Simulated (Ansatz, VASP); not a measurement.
# Two plane-wave programs on K3RbI4O12 (a cell with a defect)

```
CELL_PARAMETERS angstrom
-6.33960 -3.66017 2.64140
6.33960 -3.66017 2.64140
0.00000 7.32034 2.64140
ATOMIC_POSITIONS crystal
Rb 0.01726 0.01726 0.01726
K 0.50395 0.50395 0.00361
K 0.50395 0.00361 0.50395
K 0.00361 0.50395 0.50395
I 0.50643 0.50643 0.50643
I 0.00554 0.00554 0.50601
I 0.00554 0.50601 0.00554
I 0.50601 0.00554 0.00554
O 0.32362 0.54611 0.32362
O 0.82447 0.04769 0.32459
O 0.81999 0.54050 0.81999
O 0.32459 0.04769 0.82447
O 0.32362 0.32362 0.54611
O 0.81999 0.81999 0.54050
O 0.82447 0.32459 0.04769
O 0.32459 0.82447 0.04769
O 0.54611 0.32362 0.32362
O 0.04769 0.82447 0.32459
O 0.04769 0.32459 0.82447
O 0.54050 0.81999 0.81999
```

Alike in both runs: functional PBE; k mesh 3 × 3 × 3; occupations fermi-dirac, width 0.01 eV; no spin polarisation.

Ansatz relaxed the structure, and its values are those at the end. VASP's run is a single point on that final structure, the one shown.

```csv
,VASP,Ansatz
version,VASP 6.6.1,Ansatz 0.2.0
potentials or method,"VASP PAW PBE potentials, release 64 (Rb_sv, K_sv, I, O)","plane-wave PAW, scalar-relativistic"
plane-wave cutoff (eV),520,420
valence electrons in the cell,136,176
```

|  | VASP | Ansatz | Ansatz less VASP |
| --- | --- | --- | --- |
| gap on the k mesh at the Fermi level (eV) | 2.88 | 2.90 | +0.022 |
| pressure (GPa) | 0.6 | 0.8 | +0.24 |
| rms of the force components (eV/Å) | 0.016 | 0.005 | -0.0104 |

The functional is the same, so the differences come from potentials, cutoffs and numerics. The two sets of potentials don't hold the same shells in valence. Ansatz warned: «gradients_without_spin_orbit».

Caveats: spin-orbit coupling is left out, which moves the levels of the heavy elements. Expect the measured gap to be larger: semilocal functionals such as PBE lack the derivative discontinuity.
